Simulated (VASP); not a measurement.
All values below come from r2SCAN meta-GGA, VASP's PBE PAW potentials (set 64) (plane waves; VASP 6.6.1).

A VASP calculation is set up with these files.

File POSCAR:
```
Cu
1
    0.0000000000     1.7904200011     1.7904200011
    1.7904200011     0.0000000000     1.7904200011
    1.7904200011     1.7904200011     0.0000000000
Cu
1
Direct
  1.0000000000   1.0000000000   1.0000000000
```

### INCAR
```
! general
SYSTEM   =  Cu
PREC     =  Accurate
ENCUT    =  480
LREAL    =  .FALSE.
LASPH    =  .TRUE.

! electronic loop
EDIFF    =  1E-6
NELM     =  100
ALGO     =  Normal
LMAXMIX  =  4
LMIXTAU  =  .TRUE.

! smearing
ISMEAR   =  1
SIGMA    =  0.1

! functional
METAGGA  =  R2SCAN

! ions
IBRION   =  2
NSW      =  60
ISIF     =  3
EDIFFG   =  -0.01

! output
LWAVE    =  .FALSE.
LCHARG   =  .FALSE.
```

KPOINTS:
```
Automatic mesh
0
Gamma
16 16 16
0 0 0
```

POTCAR, in this order: Cu (PBE.64 set). Program: vasp_std.

**Question.** Predict the energy per atom (σ→0), volume per atom, band gap (on the k-mesh).

**Answer.** 
```yaml
energy per atom (σ→0): -10.826 eV/atom
band gap (on the k-mesh): none (metal, semimetal or under 0.01 eV)
volume_per_atom: 11.47 Å^3/atom
```

**OSZICAR**
```
...
       N       E                     dE             d eps       ncg     rms          rms(c)
DAV:   1    -0.108268076132E+02   -0.43341E-03   -0.83950E-03  2744   0.238E+00    0.169E-01
DAV:   2    -0.108265250125E+02    0.28260E-03   -0.66364E-03  2760   0.182E+00    0.672E-02
DAV:   3    -0.108264013547E+02    0.12366E-03   -0.12241E-03  2708   0.772E-01    0.281E-02
DAV:   4    -0.108263846210E+02    0.16734E-04   -0.98740E-05  3106   0.153E-01    0.946E-03
DAV:   5    -0.108263867703E+02   -0.21493E-05   -0.19509E-05  2667   0.825E-02    0.458E-04
DAV:   6    -0.108263870851E+02   -0.31479E-06   -0.24229E-07  1385   0.941E-03
   3 F= -.10826387E+02 E0= -.10826375E+02  d E =-.306017E-06
```

The compound is Cu in the fcc structure. This run relaxes it. Symmetry was kept, so distortions that lower it aren't found. The start is the result of an earlier pass.
